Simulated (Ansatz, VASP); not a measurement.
# CaMoO4 (powellite) in two plane-wave programs, part 2 of 2

Wanted: the spread between two codes on one cell, functional and k mesh. The cell is taken from a series of runs on this material, whose earlier steps may have relaxed, scaled, displaced or heated it; both programs get it as it stands.

VASP 6.6.1 and Ansatz 0.2.0.

So far: Starting point; Ansatz: relaxation of cell and atoms, r2SCAN.

**3. VASP: relaxation of cell and atoms, r2SCAN**

Level of this step: r2SCAN, no spin polarisation; plane waves and PAW (Ca_sv, Mo_sv, O) (VASP).

The same cell, functional, mesh and smearing now go to VASP, with its own data sets.

Lines of VASP's logs that name or quote its potential files are left out, and so is its time.

The input, INCAR:

```
SYSTEM = CaMoO4
PREC = Accurate
ENCUT = 660
EDIFF = 1E-07
NELM = 120
ISMEAR = -1
SIGMA = 0.02
LREAL = .FALSE.
ALGO = Normal
METAGGA = R2SCAN
LASPH = .TRUE.
NBANDS = 60
LORBIT = 11
LWAVE = .FALSE.
LCHARG = .FALSE.
ISIF = 3
IBRION = 2
NSW = 80
EDIFFG = -0.005
GGA_COMPAT = .FALSE.
NELMIN = 4
EFERMI = MIDGAP
LMIXTAU = .TRUE.
KPAR = 2
```

The input, POSCAR:

```
CaMoO4
1.0
   -2.6118000000      2.6118000000      5.7142500000
    2.6118000000     -2.6118000000      5.7142500000
    2.6118000000      2.6118000000     -5.7142500000
Ca Mo O
2 2 8
Direct
    0.7500000000      0.2500000000      0.5000000000
    0.0000000000      0.0000000000      0.0000000000
    0.2500000000      0.7500000000      0.5000000000
    0.5000000000      0.5000000000      0.0000000000
    0.5777599083      0.9824599236      0.8914199020
    0.7324599236      0.3410400217      0.9047000153
    0.0910400217      0.6863400064      0.1085800980
    0.4363400064      0.8277599083      0.0952999847
    0.1722400917      0.2675400764      0.6085800980
    0.0175400764      0.9089599783      0.5952999847
    0.6589599783      0.5636599936      0.3914199020
    0.3136599936      0.4222400917      0.4047000153
```

The input, KPOINTS:

```
Automatic mesh
0
Gamma
6 6 6
0 0 0
```

The projector-augmented-wave data sets are Ca_sv, Mo_sv and O (PBE family, release 64).

Started as:

```
$ mpirun -np 2 vasp_std
```

Numbers of over 12 decimals in the logs are rounded to 6 here.

The log of the run:

```text
[banner, memory and clock lines left out]
running    2 mpi-ranks, on    1 nodes
 distrk:  each k-point on    1 cores,    2 groups
 distr:  one band on    1 cores,    1 groups

 POSCAR found type information on POSCAR CaMoO
 POSCAR found :  3 types and      12 ions
|                                                                             |
|               ----> ADVICE to this user running VASP <----                  |
|                                                                             |
|     You enforced a specific xc type in the INCAR file but a different       |
|     [... a line on the potential file left out ...]
|     I HOPE YOU KNOW WHAT YOU ARE DOING!                                     |
|                                                                             |

 LDA part: xc-table for (None), standard interpolation
 POSCAR, INCAR and KPOINTS ok, starting setup
 FFT: planning ... GRIDC
 FFT: planning ... GRID_SOFT
 FFT: planning ... GRID
 WAVECAR not read
 entering main loop
       N       E                     dE             d eps       ncg     rms          rms(c)
DAV:   1     0.113717279249E+04    0.11372E+04   -0.62731E+04  4320   0.198E+03
DAV:   2    -0.103033060571E+03   -0.12402E+04   -0.11998E+04  5176   0.523E+02
DAV:   3    -0.199107779896E+03   -0.96075E+02   -0.95497E+02  5688   0.151E+02
DAV:   4    -0.202152543820E+03   -0.30448E+01   -0.30349E+01  6736   0.237E+01
DAV:   5    -0.202282515323E+03   -0.12997E+00   -0.12988E+00  6436   0.382E+00    0.950E+01
DAV:   6    -0.156790947198E+03    0.45492E+02   -0.10591E+02  5156   0.569E+01    0.114E+01
DAV:   7    -0.146331664626E+03    0.10459E+02   -0.23356E+01  5040   0.229E+01    0.172E+01
DAV:   8    -0.147080771377E+03   -0.74911E+00   -0.25390E+00  4932   0.938E+00    0.272E+00
DAV:   9    -0.146344580908E+03    0.73619E+00   -0.78505E-01  4768   0.489E+00    0.195E+00
DAV:  10    -0.147185283322E+03   -0.84070E+00   -0.39101E-01  4656   0.361E+00    0.593E-01
DAV:  11    -0.147227993192E+03   -0.42710E-01   -0.28769E-02  5308   0.930E-01    0.285E-01
DAV:  12    -0.147231591655E+03   -0.35985E-02   -0.16272E-02  4616   0.856E-01    0.224E-01
DAV:  13    -0.147232159012E+03   -0.56736E-03   -0.11855E-02  4568   0.765E-01    0.577E-02
DAV:  14    -0.147235291600E+03   -0.31326E-02   -0.24980E-03  4624   0.348E-01    0.213E-02
DAV:  15    -0.147235160824E+03    0.13078E-03   -0.17715E-04  5760   0.744E-02    0.152E-02
DAV:  16    -0.147235325723E+03   -0.16490E-03   -0.80469E-05  4720   0.561E-02    0.100E-02
DAV:  17    -0.147235330210E+03   -0.44873E-05   -0.14006E-05  4920   0.226E-02    0.321E-03
DAV:  18    -0.147235337846E+03   -0.76354E-05   -0.55566E-06  4608   0.169E-02    0.126E-03
DAV:  19    -0.147235338688E+03   -0.84259E-06   -0.92562E-07  4352   0.586E-03    0.533E-04
DAV:  20    -0.147235338903E+03   -0.21433E-06   -0.13298E-07  3216   0.258E-03    0.245E-04
DAV:  21    -0.147235338950E+03   -0.47476E-07   -0.75797E-08  2572   0.191E-03
   1 F= -.14723534E+03 E0= -.14723534E+03  d E =-.147235E+03
[... from here on, the cycles between the ionic steps are left out ...]
   2 F= -.14719911E+03 E0= -.14719911E+03  d E =0.362244E-01
   3 F= -.14724133E+03 E0= -.14724133E+03  d E =-.599285E-02
   4 F= -.14724219E+03 E0= -.14724219E+03  d E =-.861800E-03
   5 F= -.14724344E+03 E0= -.14724344E+03  d E =-.211105E-02
   6 F= -.14724429E+03 E0= -.14724429E+03  d E =-.847827E-03
   7 F= -.14724481E+03 E0= -.14724481E+03  d E =-.137056E-02
   8 F= -.14724436E+03 E0= -.14724436E+03  d E =0.454458E-03
   9 F= -.14724485E+03 E0= -.14724485E+03  d E =-.346691E-04
 curvature:  -0.36 expect dE=-0.218E-04 dE for cont linesearch -0.206E-07
 trial: gam= 0.26450 g(F)=  0.149E-04 g(S)=  0.460E-04 ort = 0.469E-05 (trialstep = 0.144E+01)
 search vector abs. value=  0.901E-04
 bond charge predicted
       N       E                     dE             d eps       ncg     rms          rms(c)
DAV:   1    -0.147245514993E+03   -0.66693E-03   -0.50277E-02  4320   0.122E+00    0.231E-01
DAV:   2    -0.147244988852E+03    0.52614E-03   -0.18283E-03  4444   0.251E-01    0.831E-02
DAV:   3    -0.147244902492E+03    0.86359E-04   -0.31281E-04  5536   0.758E-02    0.341E-02
DAV:   4    -0.147244889202E+03    0.13290E-04   -0.43028E-05  5368   0.445E-02    0.427E-02
DAV:   5    -0.147244891534E+03   -0.23319E-05   -0.15449E-05  6484   0.258E-02    0.165E-02
DAV:   6    -0.147244892959E+03   -0.14254E-05   -0.10678E-05  4388   0.201E-02    0.261E-03
DAV:   7    -0.147244892110E+03    0.84892E-06   -0.99759E-06  4324   0.216E-02    0.402E-03
DAV:   8    -0.147244897977E+03   -0.58666E-05   -0.32084E-06  4336   0.123E-02    0.741E-04
DAV:   9    -0.147244898375E+03   -0.39854E-06   -0.13430E-07  3172   0.227E-03    0.616E-04
DAV:  10    -0.147244898299E+03    0.76081E-07   -0.56592E-08  2488   0.161E-03
  10 F= -.14724490E+03 E0= -.14724490E+03  d E =-.502112E-04
 trial-energy change:   -0.000050  1 .order   -0.000053   -0.000090   -0.000017
 step:   1.9366(harm=  1.7745)  dis= 0.00113  next Energy=  -147.244901 (dE=-0.529E-04)
 reached required accuracy - stopping structural energy minimisation
```

Parts of OUTCAR (step 3):

```text
ion  position               nearest neighbor table
   1  0.750  0.250  0.500-  11 2.44   8 2.44   6 2.44   9 2.44   5 2.47   7 2.47  12 2.47  10 2.47

  LATTYP: Found a body centered tetragonal cell.
 ALAT       =     5.2236000000
 C/A-ratio  =     2.1878589479

 Subroutine GETGRP returns: Found  8 space group operations
 (whereof  4 operations were pure point group operations)

The static configuration has the point symmetry S_4 .
 The point group associated with its full space group is C_4h.

 Found     36 irreducible k-points:

   k-points           NKPTS =     36   k-points in BZ     NKDIM =     36   number of bands    NBANDS=     60

   dimension x,y,z NGX =    60 NGY =   60 NGZ =   60
   dimension x,y,z NGXF=   120 NGYF=  120 NGZF=  120

   ENCUT  =  660.0 eV  48.51 Ry    6.96 a.u.  14.25 14.25 14.25*2*pi/ulx,y,z

   NELECT =      96.0000    total number of electrons

 k-points in reciprocal lattice and weights: Automatic mesh
   0.00000000  0.00000000  0.00000000       0.005
   0.16666667  0.00000000 -0.00000000       0.037
   0.33333333  0.00000000 -0.00000000       0.037
   0.50000000  0.00000000 -0.00000000       0.019
   0.16666667  0.16666667 -0.00000000       0.037
   0.33333333  0.16666667 -0.00000000       0.037
  -0.33333333 -0.16666667  0.50000000       0.037
   0.50000000  0.16666667 -0.00000000       0.037
   0.50000000 -0.16666667 -0.33333333       0.037
[...]
-0.33333333 -0.33333333  0.33333333       0.009
   0.50000000  0.50000000  0.50000000       0.005

 average (electrostatic) potential at core
       1 -47.8944       2 -47.8944       3 -84.6138       4 -84.6138       5 -74.9115
       6 -74.9115       7 -74.9115       8 -74.9115       9 -74.9115      10 -74.9115
      11 -74.9115      12 -74.9115

 E-fermi :   3.9968

 k-point     1 :       0.0000    0.0000    0.0000
  band No.  band energies     occupation
    ...
     44       0.9649      2.00000
     45       1.4533      2.00000
     46       1.7733      2.00000
     47       2.1088      2.00000
     48       2.1088      2.00000
     49       5.8849      0.00000
     50       6.2980      0.00000
     51       6.6083      0.00000
     52       6.6386      0.00000
     53       8.1437      0.00000
    ...

 k-point     2 :       0.1667    0.0000   -0.0000
  band No.  band energies     occupation
    ...
     44       1.1742      2.00000
     45       1.3862      2.00000
     46       1.7897      2.00000
     47       2.0157      2.00000
     48       2.0234      2.00000
     49       5.9570      0.00000
     50       6.3320      0.00000
     51       6.5765      0.00000
     52       6.6498      0.00000
     53       8.1265      0.00000
    ...

 k-point     3 :       0.3333    0.0000   -0.0000
  band No.  band energies     occupation
    ...
     44       1.3460      2.00000
     45       1.4495      2.00000
     46       1.6849      2.00000
     47       1.8390      2.00000
     48       1.9032      2.00000
     49       6.1253      0.00000
     50       6.4169      0.00000
     51       6.4569      0.00000
     52       6.6807      0.00000
     53       8.0487      0.00000
    ...

  Total       -0.0026190     -0.0026190      0.0073544      0.0000018     -0.0000000     -0.0000000
  in kB       -0.0269322     -0.0269322      0.0756293      0.0000186     -0.0000000     -0.0000000
  external PRESSURE =       0.0072550 kB  Pullay stress =       0.0000000 kB

  energy-cutoff  :      660.00
  volume of cell :      155.80
      direct lattice vectors                 reciprocal lattice vectors
    -2.616301693  2.616302131  5.690265093     0.000000016  0.191109443  0.087869368
     2.616301693 -2.616302131  5.690265093     0.191109443 -0.000000016  0.087869368
     2.616302131  2.616301693 -5.690265093     0.191109459  0.191109427  0.000000000

 POSITION                                       TOTAL-FORCE (eV/Angst)
 -----------------------------------------------------------------------------------
      0.00000      2.61630      2.84513        -0.000000      0.000000     -0.000000
      0.00000     -0.00000      0.00000        -0.000000      0.000000     -0.000000
      2.61630     -0.00000      2.84513        -0.000000      0.000000     -0.000000
      0.00000      0.00000      5.69027        -0.000000      0.000000     -0.000000
      3.40647      1.26758      3.81275         0.002795     -0.000370     -0.002871
      1.34872      3.40647      0.96761         0.000370      0.002795     -0.002871
      1.82614     -1.26758      3.81275        -0.002795      0.000370     -0.002871
      1.26758     -0.79017      6.65788        -0.000370     -0.002795     -0.002871
      1.82614      1.34872     -0.96761        -0.002795      0.000370      0.002871
      3.88389     -0.79017      1.87752        -0.000370     -0.002795      0.002871
      0.79017      1.26758      4.72265         0.002795     -0.000370      0.002871
      1.34872      0.79017      1.87752         0.000370      0.002795      0.002871
 -----------------------------------------------------------------------------------
    total drift:                               -0.000000      0.000000      0.000000

  FREE ENERGIE OF THE ION-ELECTRON SYSTEM (eV)
  ---------------------------------------------------
  free  energy   TOTEN  =      -147.2448982992 eV

  energy  without entropy=     -147.2448982992  energy(sigma->0) =     -147.24489830

 reached required accuracy - stopping structural energy minimisation

 total charge
# of ion       s       p       d       tot
------------------------------------------
    1        2.017   5.865   0.195   8.077
    2        2.017   5.865   0.195   8.077
    3        2.445   6.351   3.933  12.728
    4        2.445   6.351   3.933  12.728
    5        1.582   3.488   0.000   5.070
    6        1.582   3.488   0.000   5.070
    7        1.582   3.488   0.000   5.070
    8        1.582   3.488   0.000   5.070
    9        1.582   3.488   0.000   5.070
   10        1.582   3.488   0.000   5.070
   11        1.582   3.488   0.000   5.070
   12        1.582   3.488   0.000   5.070
--------------------------------------------------
tot         21.581  52.332   8.255  82.168

[... 3 further parts left out ...]
```

CONTCAR:

```
CaMoO4
   1.00000000000000
    -2.6163016933417351    2.6163021313228549    5.6902650925682465
     2.6163016933417351   -2.6163021313228549    5.6902650925682465
     2.6163021313228549    2.6163016933417351   -5.6902650925682465
  Ca              Mo              O
     2     2     8
Direct
     0.7500000000000000    0.2500000000000000    0.5000000000000000
     0.0000000000000000    0.0000000000000000    0.0000000000000000
     0.2500000000000000    0.7500000000000000    0.5000000000000000
     0.5000000000000000    0.5000000000000000    0.0000000000000000
     0.5772709230320913    0.9860317725427915    0.8932553711131909
     0.7360317725427915    0.3427764015296095    0.9087608495107073
     0.0927764015296095    0.6840155520189021    0.1067446288868092
     0.4340155520189022    0.8272709230320913    0.0912391504892926
     0.1727290769679087    0.2639682274572084    0.6067446288868091
     0.0139682274572085    0.9072235984703904    0.5912391504892927
     0.6572235984703904    0.5659844479810979    0.3932553711131909
     0.3159844479810978    0.4227290769679087    0.4087608495107073
```

This run has no spin polarisation, so a moment on Mo, if there is one, isn't seen.

**4. Comparison**

Known differences besides the potentials themselves: VASP keeps PBE cores, Ansatz makes them for the functional; the cutoff is 500 eV in Ansatz and 660 eV in VASP; Ansatz adds a Pulay correction to the stress that steers its cell, VASP none; in our runs with r2SCAN, forces from VASP's data set Ca_sv part from Ansatz's all-electron ones, so neither program is the reference here. Total energies have different zeros and are not compared.

Both answers:

| quantity | Ansatz | VASP | difference |
| --- | --- | --- | --- |
| volume (Å³) | 155.43 | 155.80 | -0.24 % |
| edge a after relaxation, in the typed setting (Å) | 6.785 | 6.787 | -0.04 % |

**5. Outcome**

```json
{
  "difference in volume (relaxation of cell and atoms, r2SCAN)": "-0.24 %"
}
```

The difference in volume is -0.24 % (relaxation of cell and atoms, r2SCAN), within the 1.2 % picked in this series as the mark of a large difference, as far as the stopping tolerances let one tell. How closely two codes agree says nothing of how well the functional describes the real material.

[Lines on the potential files, build, host, timing and source positions are cut from VASP's logs without a mark.]

[Logs are printed without paths, hosts, clocks, repeated set-up lines and the standing remarks that a program may print on its own settings, such as how far it seeks lower states.]

[Hosts, paths, dates, database ids (printed as entryN), source tags and the programs' standing remarks are cut or masked in the printed files.]
